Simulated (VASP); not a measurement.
OSZICAR of a VASP run on BaIn₄ (space group I4/mmm):

### OSZICAR
```
       N       E                     dE             d eps       ncg     rms          rms(c)
DAV:   1     0.546351298897E+03    0.54635E+03   -0.21827E+04  1332   0.142E+03
DAV:   2     0.437962688782E+02   -0.50256E+03   -0.49112E+03  1347   0.409E+02
DAV:   3    -0.148246377361E+02   -0.58621E+02   -0.57522E+02  1620   0.172E+02
DAV:   4    -0.170753552074E+02   -0.22507E+01   -0.22418E+01  1880   0.360E+01
DAV:   5    -0.171782080438E+02   -0.10285E+00   -0.10282E+00  2187   0.494E+00    0.626E+00
DAV:   6    -0.170286661575E+02    0.14954E+00   -0.25912E-01  1704   0.731E+00    0.296E+00
DAV:   7    -0.169881653040E+02    0.40501E-01   -0.13435E-01  1768   0.381E+00    0.683E-01
DAV:   8    -0.169844738857E+02    0.36914E-02   -0.13248E-02  2168   0.186E+00    0.155E-01
DAV:   9    -0.169845662433E+02   -0.92358E-04   -0.17060E-03  1784   0.669E-01    0.771E-02
DAV:  10    -0.169845754846E+02   -0.92413E-05   -0.25674E-04  2032   0.176E-01    0.283E-02
DAV:  11    -0.169845791969E+02   -0.37124E-05   -0.66109E-05  1696   0.156E-01    0.953E-03
DAV:  12    -0.169845791573E+02    0.39604E-07   -0.68703E-06  1688   0.439E-02
   1 F= -.16984579E+02 E0= -.16955940E+02  d E =-.572779E-01
```

Which electronic solver shows in the log?

It is blocked Davidson (ALGO = Normal, or the opening steps of other solvers). The INCAR had ALGO = Normal.

Can the final energy be trusted as converged?

The calculation finished and met its thresholds. It stopped with EDIFF = 1E-6, NELM = 100 (LDA (Ceperley-Alder, Perdew-Zunger), plane waves, VASP's LDA PAW potentials (set 64)).

The structure comes from a computed database's BaIn4 entry (I4/mmm); how it stands against other phases isn't given here. The cell was not relaxed at this level. The k-mesh is coarse (spacing up to 0.35 per Å, 2π included), so the numbers may not be converged in it. The run is one of a series of settings (GGA removed, POTCAR Ba_sv In_d (LDA.64 set) against the base run), some of them coarse on purpose.
